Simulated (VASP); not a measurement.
Input of a VASP 6.6.1 run:

File INCAR:

```
SYSTEM = Be3ZnTe4
  PREC = Normal
  ENCUT = 520
  EDIFF = 1E-4
  ISMEAR = 0
  SIGMA = 0.15
  LREAL = .FALSE.
  LASPH = .TRUE.
  NELM = 60
  ALGO = Fast
  ISIF = 3
  LWAVE = .FALSE.
  LCHARG = .FALSE.
  GGA = PE
  IBRION = 2
  NSW = 24
  EDIFFG = -0.08
  KPAR = 4
```

Contents of KPOINTS:

```
regular mesh
0
G
  4 4 4
  0 0 0
```

Contents of POSCAR:

```
Be3ZnTe4
1.0
   -2.8500000000      2.8500000000      5.7000000000
    2.8500000000     -2.8500000000      5.7000000000
    2.8500000000      2.8500000000     -5.7000000000
Be Zn Te
3 1 4
Direct
    0.5000000000      0.5000000000      0.0000000000
    0.7500000000      0.2500000000      0.5000000000
    0.2500000000      0.7500000000      0.5000000000
    0.0000000000      0.0000000000      0.0000000000
    0.1330000000      0.1330000000      0.5300000000
    0.6030000000      0.6030000000      0.4700000000
    0.8670000000      0.3970000000      0.0000000000
    0.3970000000      0.8670000000      0.0000000000
```

Potentials or basis: VASP PAW PBE potentials, release 64 (Be, Zn, Te).

Run with:

```bash
$ cat potpaw_PBE.64/Be/POTCAR potpaw_PBE.64/Zn/POTCAR potpaw_PBE.64/Te/POTCAR > POTCAR
$ mpirun -np 4 vasp_std > vasp.out
```

Task: Predict the relaxed volume.

Result: 24.35 Å³/atom.

Task: Estimate the relaxed cell.

Result: a = 7.095 Å, b = 7.095 Å, c = 7.095 Å, α = 131.74°, β = 131.74°, γ = 70.64°.

Step by step:
```tsv
step	energy change (eV)	largest force (eV/Å)	pressure (GPa)	volume (Å³)
1	0.0000	0.1881	2.98	185.19
2	-0.0812	0.1041	-0.60	196.96
3	-0.0854	0.1206	-0.01	194.70
4	-0.0853	0.1173	-0.07	194.89
5	-0.0874	0.0570	-0.12	194.80
```

Caveat: the relaxation stopped at a loose force limit of 0.08 eV/Å, so its end isn't a converged minimum.
